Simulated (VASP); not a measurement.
Data:

```
YN
1.0
    0.00000     2.43383     2.43383
    2.43383     0.00000     2.43383
    2.43383     2.43383     0.00000
Y N
1 1
Direct
  0.00000   0.00000   0.00000
  0.50000   0.50000   0.50000
```

Calculation: PBE GGA with D3 dispersion (Becke-Johnson damping), VASP's PBE PAW potentials (set 64) (plane waves; VASP 6.6.1). Settings: 520 eV cut-off, Gaussian smearing of 0.050 eV, potentials Y_sv N.

### Question
Estimate the band gap (along the path) with the smallest direct gap where there is one.

### Answer

- band gap (along the path) = 0.17 eV
- smallest direct gap (along the path) = 0.54 eV

Only differences to runs with the same potentials and settings are physical.

The compound is YN in the rock salt structure. It was relaxed first.
